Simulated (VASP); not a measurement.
```
CELL_PARAMETERS angstrom
      0.00000     2.58616     2.58616
      2.58616     0.00000     2.58616
      2.58616     2.58616     0.00000
ATOMIC_POSITIONS crystal
  K  0.00000 0.00000 0.00000
  F  0.50000 0.50000 0.50000
```

Method: LDA (Ceperley-Alder, Perdew-Zunger), VASP's LDA PAW potentials (set 64) (plane waves; VASP). Numerical set-up: 520 eV cut-off, 11×11×11 Γ-centred mesh, Gaussian smearing of 0.010 eV, potentials K_sv F.

Predict the energy per atom (σ→0), band gap (on the k-mesh) with the smallest direct gap where there is one.

```json
{
 "band gap (on the k-mesh)": "6.31 eV",
 "smallest direct gap (on the k-mesh)": "6.31 eV",
 "energy per atom (σ→0)": "-4.536 eV/atom"
}
```

The structure comes from a computed database's KF entry (Fm-3m); how it stands against other phases isn't given here. It was relaxed first, which changed the volume by -8 %.
